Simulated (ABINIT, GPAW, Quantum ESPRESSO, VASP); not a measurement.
Code comparison for Co (P6_3/mmc, 2 atoms in the cell)

Self-consistent single point.

```xyz
2
Lattice="1.2550 -2.1737 0.0000 1.2550 2.1737 0.0000 0.0000 0.0000 4.0700" Properties=species:S:1:pos:R:3 pbc="T T T"
Co     1.2550     0.7246     1.0175
Co     1.2550    -0.7246     3.0525
```
Moments meant for the start (each program seeds them in its own way; μB, in the order of the atoms Co Co): 2.0 2.0.

All programs got the same cell, k-point mesh and kind of occupations, and the same starting moments (in ABINIT's words: tsmear = 0.136 eV; ngkpt = 13 13 7; nshiftk = 1; shiftk = 0 0 0); potentials, basis and cutoffs are each program's usual ones.

```json
[
 {"code": "ABINIT", "model": "PBE, norm-conserving pseudopotentials (PseudoDojo nc-sr-05 PBE standard)", "pressure (GPa)": "-4.01", "size of the net moment (μB/atom)": "1.63", "cutoff": "48 Ha"},
 {"code": "VASP", "model": "PBE, VASP's PBE PAW potentials (set 64)", "pressure (GPa)": "-5.19", "size of the net moment (μB/atom)": "1.61", "cutoff": "300 eV"},
 {"code": "Quantum ESPRESSO", "model": "PBE, PSlibrary PAW (PBE) pseudopotentials", "pressure (GPa)": "-5.40", "size of the net moment (μB/atom)": "1.61", "cutoff": "50 Ry"},
 {"code": "GPAW", "model": "PBE, GPAW PAW datasets PBE (gpaw-data 1.0.1)", "pressure (GPa)": "-3.37", "size of the net moment (μB/atom)": "1.61", "cutoff": "800 eV"}
]
```

The spread over the programs that give each value: pressure within 2.03 GPa; size of the net moment within 0.02 μB/atom.

The starting cell has typed, rounded lattice constants, without a prior relaxation at this level. On ABINIT's run: The magnetic order is the one reached from the typed start; others were not searched systematically. In the base run, with a pressure of about -4 GPa the cell is away from its equilibrium volume at this level.

Task: Why do the programs differ, and what cannot be compared?

Result: Differences of this kind can come from the potentials, where these differ, and from what each basis and cutoff leave unconverged. The valence holds different numbers of electrons (ABINIT 34, VASP 18, Quantum ESPRESSO 18, GPAW 18). The zero of total energies and Fermi levels follows the potentials and each program's conventions, so they are not compared here. Site moments depend on each program's spheres or projections; the total moment of the cell does not. In the pressure, GPAW (by 1.22) lies more than 1 GPa from the median of the plane-wave programs.

VASP's run is marked for a possible Pulay error in its stress at this cutoff; no cutoff test was made.

Left out of this page: Ansatz, Elk, FLEUR and SIESTA (not drawn, or without a comparable value).
